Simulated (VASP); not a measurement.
Level of theory: PBEsol GGA, VASP's PBE PAW potentials (set 64) (plane waves; VASP).

A VASP calculation is set up with these files.

### INCAR
```
! general
SYSTEM  = BBi
PREC    = Accurate
ENCUT   = 620
LREAL   = F
LASPH   = T

! electronic loop
EDIFF   = 1E-6
NELM    = 100
ALGO    = Normal
LMAXMIX = 4

! smearing
ISMEAR  = 1
SIGMA   = 0.1

! functional
GGA     = PS

! ions
IBRION  = 2
NSW     = 40
ISIF    = 3
EDIFFG  = -0.02

! output
LWAVE   = F
LCHARG  = F
```

File KPOINTS:
```
Automatic mesh
0
Gamma
11 11 11
0 0 0
```

File POSCAR:
```
BBi
1.0
  3.3045695009   0.0000000000   0.0000000000
  0.0000000000   3.3045695009   0.0000000000
  0.0000000000   0.0000000000   3.3045695009
B Bi
1 1
Cart
  0.0000000000   0.0000000000   0.0000000000
  1.6522847505   1.6522847505   1.6522847505
```

POTCAR, in this order: B Bi_d (PBE.64 set). Program: vasp_std.

The run wrote:

OSZICAR:
```
       N       E                     dE             d eps       ncg     rms          rms(c)
DAV:   1     0.133555680392E+03    0.13356E+03   -0.11209E+04  1461   0.190E+03
DAV:   2    -0.537635332316E-01   -0.13361E+03   -0.13030E+03  1536   0.408E+02
DAV:   3    -0.826388904711E+01   -0.82101E+01   -0.80813E+01  1861   0.983E+01
DAV:   4    -0.846317951529E+01   -0.19929E+00   -0.19899E+00  1682   0.161E+01
DAV:   5    -0.846971775105E+01   -0.65382E-02   -0.65359E-02  1906   0.261E+00    0.180E+00
DAV:   6    -0.827369926013E+01    0.19602E+00   -0.52816E-01  1959   0.638E+00    0.616E-01
DAV:   7    -0.826922310115E+01    0.44762E-02   -0.58596E-02  1627   0.159E+00    0.319E-01
DAV:   8    -0.826737651857E+01    0.18466E-02   -0.37340E-03  1615   0.757E-01    0.518E-02
DAV:   9    -0.826722496145E+01    0.15156E-03   -0.51606E-04  1822   0.217E-01    0.162E-02
DAV:  10    -0.826722955834E+01   -0.45969E-05   -0.65209E-05  1645   0.679E-02    0.563E-03
DAV:  11    -0.826722900673E+01    0.55161E-06   -0.30669E-06  1449   0.218E-02
   1 F= -.82672290E+01 E0= -.82673088E+01  d E =-.826723E+01
       N       E                     dE             d eps       ncg     rms          rms(c)
DAV:   1    -0.829800257232E+01   -0.30773E-01   -0.86938E-01  1726   0.177E+01    0.908E-01
DAV:   2    -0.827230070226E+01    0.25702E-01   -0.50906E-02  1771   0.437E+00    0.375E-01
DAV:   3    -0.826773283392E+01    0.45679E-02   -0.20059E-02  2145   0.248E+00    0.366E-02
DAV:   4    -0.826775041872E+01   -0.17585E-04   -0.30207E-04  1456   0.177E-01    0.237E-02
DAV:   5    -0.826777304777E+01   -0.22629E-04   -0.13626E-04  1665   0.150E-01    0.109E-02
DAV:   6    -0.826776991287E+01    0.31349E-05   -0.84294E-06  1706   0.535E-02    0.346E-03
DAV:   7    -0.826777077835E+01   -0.86548E-06   -0.26156E-06  1486   0.128E-02
   2 F= -.82677708E+01 E0= -.82679344E+01  d E =-.541772E-03
       N       E                     dE             d eps       ncg     rms          rms(c)
DAV:   1    -0.827167822815E+01   -0.39083E-02   -0.10535E-01  1721   0.603E+00    0.320E-01
DAV:   2    -0.826849401162E+01    0.31842E-02   -0.63125E-03  1776   0.154E+00    0.131E-01
DAV:   3    -0.826794013948E+01    0.55387E-03   -0.23915E-03  2103   0.863E-01    0.125E-02
DAV:   4    -0.826794570792E+01   -0.55684E-05   -0.37813E-05  1461   0.625E-02    0.815E-03
DAV:   5    -0.826795296181E+01   -0.72539E-05   -0.18566E-05  1665   0.583E-02    0.413E-03
DAV:   6    -0.826795268315E+01    0.27866E-06   -0.12308E-06   783   0.219E-02
   3 F= -.82679527E+01 E0= -.82680909E+01  d E =-.723676E-03
```

File OUTCAR:
```
------------------------ aborting loop because EDIFF is reached ----------------------------------------
  FORCE on cell =-STRESS in cart. coord.  units (eV):
  Direction    XX          YY          ZZ          XY          YZ          ZX
  --------------------------------------------------------------------------------------
  Total        0.0088720      0.0088720      0.0088720      0.0000000      0.0000000      0.0000000
  in kB        0.3905941      0.3905941      0.3905941      0.0000000      0.0000000      0.0000000
  external PRESSURE =       0.3905941 kB  Pullay stress =       0.0000000 kB
  volume of cell :       36.39
      direct lattice vectors                 reciprocal lattice vectors
     3.313865967 -0.000000000 -0.000000000     0.301762355  0.000000000 -0.000000000
    -0.000000000  3.313865967 -0.000000000     0.000000000  0.301762355  0.000000000
     0.000000000 -0.000000000  3.313865967     0.000000000  0.000000000  0.301762355
 POSITION                                       TOTAL-FORCE (eV/Angst)
 -----------------------------------------------------------------------------------
      0.00000      0.00000      0.00000         0.000000      0.000000      0.000000
      1.65693      1.65693      1.65693        -0.000000     -0.000000      0.000000
 -----------------------------------------------------------------------------------
    total drift:                                0.000000      0.000000      0.000000
  FREE ENERGIE OF THE ION-ELECTRON SYSTEM (eV)
  ---------------------------------------------------
  free  energy   TOTEN  =        -8.2679526831 eV

  energy  without entropy=       -8.2683671873  energy(sigma->0) =       -8.26809085

 reached required accuracy - stopping structural energy minimisation
```
(Selected blocks of OUTCAR.)

File CONTCAR:
```
BBi
   1.00000000000000
     3.3138659673317639   -0.0000000000000000   -0.0000000000000000
    -0.0000000000000000    3.3138659673317639   -0.0000000000000000
     0.0000000000000000   -0.0000000000000000    3.3138659673317639
  B               Bi
     1     1
Direct
     0.0000000000000000    0.0000000000000000    0.0000000000000000
     0.5000000000000000    0.5000000000000000    0.5000000000000000
```

**OUTCAR**
```
 val. band max:        8.1814521967   @ k =   0.1818   0.0909   0.0000

 cond. band min:       8.3433086895   @ k =   0.4545   0.0909   0.0909


 Fermi energy:         8.2039610754

 k-point     1 :       0.0000    0.0000    0.0000
  band No.  band energies     occupation
      1     -14.8418      2.00000
      2     -14.8418      2.00000
      3     -14.5493      2.00000
      4     -14.5493      2.00000
      5     -14.5493      2.00000
      6      -6.0835      2.00000
      7       6.0401      2.00000
      8       7.5820      2.00000
      9       7.5820      2.00000
     10       7.5820      2.00000
     11      14.0411      0.00000
     12      14.0411      0.00000
     13      16.4098      0.00000

 k-point     2 :       0.0909    0.0000    0.0000
  band No.  band energies     occupation
      1     -14.8407      2.00000
      2     -14.8234      2.00000
      3     -14.5555      2.00000
      4     -14.5555      2.00000
      5     -14.5487      2.00000
      6      -5.9756      2.00000
      7       5.2600      2.00000
      8       7.7045      2.00000
      9       7.7045      2.00000
     10       7.9038      2.00019
     11      14.1195      0.00000
     12      14.4467      0.00000
     13      16.1430      0.00000

 k-point     3 :       0.1818    0.0000    0.0000
  band No.  band energies     occupation
      1     -14.8380      2.00000
      2     -14.7740      2.00000
      3     -14.5723      2.00000
      4     -14.5723      2.00000
      5     -14.5472      2.00000
      6      -5.6555      2.00000
      7       3.7719      2.00000
      8       8.0664      2.06524
      9       8.0664      2.06524
     10       8.3528     -0.05635
     11      14.3318      0.00000
     12      14.3546      0.00000
     13      15.3858      0.00000

 k-point     4 :       0.2727    0.0000    0.0000
  band No.  band energies     occupation
      1     -14.8343      2.00000
      2     -14.7094      2.00000
      3     -14.5942      2.00000
...
```

Unless said otherwise, spin-orbit coupling is left out, though it shifts the bands of the heavy elements here.

The structure was generated: BBi was put into the CsCl type type (Pm-3m), which need not be its known phase. This run relaxes it. Symmetry was kept, so distortions that lower it aren't found. VASP warned that the highest band is occupied, so more bands are needed.
